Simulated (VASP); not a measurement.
Here is the system:

```yaml
crystal:
  lattice:
    - [0.00000, 2.88375, 2.88375]
    - [2.88375, 0.00000, 2.88375]
    - [11.73753, 11.73753, -0.20251]
  atoms:
    - { symbol: Mg, position: [0.00722, 0.00722, 0.99458] }
    - { symbol: Te, position: [0.21544, 0.21544, 0.08842] }
    - { symbol: Te, position: [0.23795, 0.23795, 0.32154] }
    - { symbol: Te, position: [0.25838, 0.25838, 0.55622] }
    - { symbol: Te, position: [0.27910, 0.27910, 0.79067] }
    - { symbol: Be, position: [0.97939, 0.97939, 0.26546] }
    - { symbol: Be, position: [0.00090, 0.00090, 0.49933] }
    - { symbol: Be, position: [0.02163, 0.02163, 0.73378] }
```

Calculation: PBEsol GGA, VASP's PBE PAW potentials (set 64) (plane waves; VASP). Numerical set-up: 400 eV cut-off, Gaussian smearing of 0.050 eV, potentials Mg Te Be.

Unless said otherwise, spin-orbit coupling is left out, though it shifts the bands of the heavy elements here.

Q: Give the energies of bands 7 to 20 at the high-symmetry points, in eV from the valence-band maximum.

A: 
| band | Γ | T | H2 | L | S0 | F |
|---|---|---|---|---|---|---|
| 7 | -3.30 | -1.98 | -4.86 | -5.04 | -4.87 | -5.02 |
| 8 | -1.47 | -1.47 | -4.20 | -4.29 | -4.20 | -4.22 |
| 9 | -1.47 | -1.46 | -4.02 | -3.16 | -4.01 | -3.18 |
| 10 | -1.12 | -1.46 | -3.89 | -2.98 | -3.89 | -2.97 |
| 11 | -1.12 | -1.15 | -3.38 | -2.83 | -3.39 | -2.84 |
| 12 | -0.70 | -1.15 | -3.19 | -2.42 | -3.19 | -2.68 |
| 13 | -0.70 | -0.67 | -2.45 | -2.21 | -2.48 | -2.37 |
| 14 | -0.53 | -0.67 | -2.37 | -1.93 | -2.35 | -1.81 |
| 15 | 0.00 | -0.02 | -2.08 | -1.75 | -2.11 | -1.41 |
| 16 | 0.00 | -0.02 | -2.06 | -0.93 | -2.03 | -0.89 |
| 17 | 2.38 | 2.43 | 2.58 | 1.87 | 2.53 | 1.53 |
| 18 | 2.49 | 2.63 | 2.74 | 2.03 | 2.87 | 2.18 |
| 19 | 2.70 | 2.85 | 3.29 | 2.67 | 3.10 | 2.42 |
| 20 | 3.05 | 3.40 | 3.72 | 3.01 | 3.93 | 2.53 |

The gap is indirect, 1.53 eV, from the valence maximum at Γ to the conduction minimum at F.

The structure was generated: Be3MgTe4 was put into an ordered model structure (R3m), which need not be its known phase. It was relaxed first.
